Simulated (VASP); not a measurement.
Here is a VASP 6.6.1 calculation.

File INCAR:

```
SYSTEM = Te3As
ALGO = Normal
EDIFF = 1E-6
EDIFFG = -0.04
ENCUT = 600
GGA = PE
IBRION = 2
ISIF = 3
ISMEAR = 0
LASPH = .TRUE.
LCHARG = .FALSE.
LREAL = .FALSE.
LWAVE = .FALSE.
NELM = 100
NSW = 90
PREC = Accurate
SIGMA = 0.1
```

Contents of KPOINTS:

```
k-points
0
G
  6 6 6
  0 0 0
```

The input POSCAR:

```
Te3As
1.0
   -2.3769403517      2.3769403517      5.3095290974
    2.3769403517     -2.3769403517      5.3095290974
    2.3769403517      2.3769403517     -5.3095290974
Te As
3 1
Direct
    0.5000000000      0.5000000000      0.0000000000
    0.2500000000      0.7500000000      0.5000000000
    0.7500000000      0.2500000000      0.5000000000
    0.0000000000      0.0000000000      0.0000000000
```

Potentials or basis: VASP PAW PBE potentials, release 64 (Te, As).

Run with:

```bash
$ cat potpaw_PBE.64/Te/POTCAR potpaw_PBE.64/As/POTCAR > POTCAR
$ mpirun -np 1 vasp_std > vasp.out
```

(1) Estimate the band gap on the k mesh.

(2) Predict the relaxed volume.

(3) What does it give for the relaxed cell?

(4) Estimate the space group after relaxing (to 0.05 Å).

Answers

(1) none (metal or under the smearing width).

(2) 26.16 Å³/atom.

(3) a = 6.052 Å, b = 6.052 Å, c = 6.052 Å, α = 136.24°, β = 136.24°, γ = 63.61°.

(4) I4/mmm (No. 139).
